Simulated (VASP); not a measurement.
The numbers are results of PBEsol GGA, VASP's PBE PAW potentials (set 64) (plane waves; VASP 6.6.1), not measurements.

Input for VASP

### POSCAR
```
WS2
1.0
  1.5732092032  -2.7248782491   0.0000000000
  1.5732092032   2.7248782491   0.0000000000
  0.0000000000   0.0000000000  12.5661422620
W S
2 4
Cart
  1.5732092032   0.9082945663   3.1415355655
  1.5732092032  -0.9082945663   9.4246066965
  1.5732092032   0.9082945663  10.9934871641
  1.5732092032  -0.9082945663   4.7104160331
  1.5732092032  -0.9082945663   1.5726550979
  1.5732092032   0.9082945663   7.8557262289
```

File KPOINTS:
```
Regular mesh
0
G
8 8 2
0 0 0
```

### INCAR
```
! general
SYSTEM   =  WS2
PREC     =  Accurate
ENCUT    =  500
LREAL    =  .FALSE.
LASPH    =  .TRUE.

! electronic loop
EDIFF    =  1E-6
NELM     =  100
ALGO     =  Normal
LMAXMIX  =  6

! smearing
ISMEAR   =  0
SIGMA    =  0.05

! functional
GGA      =  PS

! ions
IBRION   =  2
NSW      =  40
ISIF     =  3
EDIFFG   =  -0.02

! output
LWAVE    =  .FALSE.
LCHARG   =  .FALSE.
```

POTCAR, in this order: W_sv S (PBE.64 set). Program: vasp_std.

The resulting files:

**OSZICAR**
```
       N       E                     dE             d eps       ncg     rms          rms(c)
DAV:   1     0.516933574619E+03    0.51693E+03   -0.28603E+04  1384   0.164E+03
DAV:   2    -0.187379633971E+02   -0.53567E+03   -0.52391E+03  1470   0.446E+02
DAV:   3    -0.522450279682E+02   -0.33507E+02   -0.33291E+02  1573   0.101E+02
DAV:   4    -0.530973580212E+02   -0.85233E+00   -0.85039E+00  1538   0.170E+01
DAV:   5    -0.531219951291E+02   -0.24637E-01   -0.24629E-01  1563   0.279E+00    0.398E+01
DAV:   6    -0.509181586127E+02    0.22038E+01   -0.12092E+01  1442   0.205E+01    0.171E+01
DAV:   7    -0.506725265341E+02    0.24563E+00   -0.34840E+00  1460   0.850E+00    0.617E+00
DAV:   8    -0.505541063516E+02    0.11842E+00   -0.57859E-01  1597   0.446E+00    0.199E+00
DAV:   9    -0.505546913307E+02   -0.58498E-03   -0.55162E-02  1739   0.121E+00    0.990E-01
DAV:  10    -0.505525649625E+02    0.21264E-02   -0.28066E-02  1552   0.105E+00    0.336E-01
DAV:  11    -0.505522338890E+02    0.33107E-03   -0.43177E-03  1511   0.397E-01    0.135E-01
DAV:  12    -0.505522048344E+02    0.29055E-04   -0.18659E-04  1541   0.911E-02    0.519E-02
DAV:  13    -0.505522142374E+02   -0.94029E-05   -0.79527E-05  1591   0.490E-02    0.184E-02
DAV:  14    -0.505522155407E+02   -0.13033E-05   -0.47249E-06  1333   0.139E-02    0.119E-02
DAV:  15    -0.505522154783E+02    0.62373E-07   -0.85496E-07  1012   0.585E-03
   1 F= -.50552215E+02 E0= -.50552215E+02  d E =-.505522E+02
```

OUTCAR:
```
------------------------ aborting loop because EDIFF is reached ----------------------------------------
  FORCE on cell =-STRESS in cart. coord.  units (eV):
  Direction    XX          YY          ZZ          XY          YZ          ZX
  --------------------------------------------------------------------------------------
  Total       -0.0021427     -0.0021427      0.0186080      0.0000000      0.0000000      0.0000000
  in kB       -0.0318648     -0.0318648      0.2767220      0.0000000      0.0000000      0.0000000
  external PRESSURE =       0.0709974 kB  Pullay stress =       0.0000000 kB
  volume of cell :      107.74
      direct lattice vectors                 reciprocal lattice vectors
     1.573209203 -2.724878249  0.000000000     0.317821685 -0.183494437  0.000000000
     1.573209203  2.724878249  0.000000000     0.317821685  0.183494437  0.000000000
     0.000000000  0.000000000 12.566142262     0.000000000  0.000000000  0.079578918
 POSITION                                       TOTAL-FORCE (eV/Angst)
 -----------------------------------------------------------------------------------
      1.57321      0.90829      3.14154        -0.000000     -0.000000      0.000000
      1.57321     -0.90829      9.42461        -0.000000      0.000000      0.000000
      1.57321      0.90829     10.99349         0.000000      0.000000     -0.014861
      1.57321     -0.90829      4.71042         0.000000     -0.000000     -0.014861
      1.57321     -0.90829      1.57266         0.000000     -0.000000      0.014861
      1.57321      0.90829      7.85573         0.000000      0.000000      0.014861
 -----------------------------------------------------------------------------------
    total drift:                                0.000155      0.001148     -0.000035
  FREE ENERGIE OF THE ION-ELECTRON SYSTEM (eV)
  ---------------------------------------------------
  free  energy   TOTEN  =       -50.5522154783 eV

  energy  without entropy=      -50.5522154783  energy(sigma->0) =      -50.55221548

 reached required accuracy - stopping structural energy minimisation
```
(Selected blocks of OUTCAR.)

**OUTCAR**
```
 val. band max:        7.1257167233   @ k =   0.0000   0.0000   0.0000

 cond. band min:       8.3394067846   @ k =   0.2500   0.1250   0.0000


 Fermi energy:         7.4406522972

 k-point     1 :       0.0000    0.0000    0.0000
  band No.  band energies     occupation
      1     -67.3320      2.00000
      2     -67.3320      2.00000
      3     -31.6090      2.00000
      4     -31.6089      2.00000
      5     -31.4152      2.00000
      6     -31.4152      2.00000
      7     -31.4152      2.00000
      8     -31.4152      2.00000
      9      -8.4139      2.00000
     10      -8.2304      2.00000
     11      -6.8232      2.00000
     12      -6.4661      2.00000
     13      -0.4235      2.00000
     14       0.4787      2.00000
     15       3.4196      2.00000
     16       3.7261      2.00000
     17       3.7261      2.00000
     18       3.7361      2.00000
     19       3.7361      2.00000
     20       4.9890      2.00000
     21       4.9891      2.00000
     22       5.0282      2.00000
     23       5.0283      2.00000
     24       5.5291      2.00000
     25       5.9556      2.00000
     26       7.1257      2.00000
     27       9.5498      0.00000
     28       9.5522      0.00000
     29       9.5579      0.00000
     30       9.5643      0.00000
     31       9.6492      0.00000

 k-point     2 :       0.1250    0.0000    0.0000
  band No.  band energies     occupation
      1     -67.3290      2.00000
      2     -67.3290      2.00000
      3     -31.5986      2.00000
      4     -31.5986      2.00000
      5     -31.4721      2.00000
      6     -31.4721      2.00000
      7     -31.4284      2.00000
      8     -31.4284      2.00000
      9      -8.1460      2.00000
     10      -7.9626      2.00000
     11      -6.7112      2.00000
     12      -6.3782      2.00000
     13      -0.1085      2.00000
     14       0.7902      2.00000
     15       3.0407      2.00000
     16       3.0764      2.00000
     17       3.1044      2.00000
...
```

Without a dispersion term in the relaxation, distances and binding between the weakly bound layers, chains or molecules are unreliable, and so is what depends on them. Unless said otherwise, spin-orbit coupling is left out, though it shifts the bands of the heavy elements here.

The compound is WS2 in the 2H layered structure. It was relaxed first.
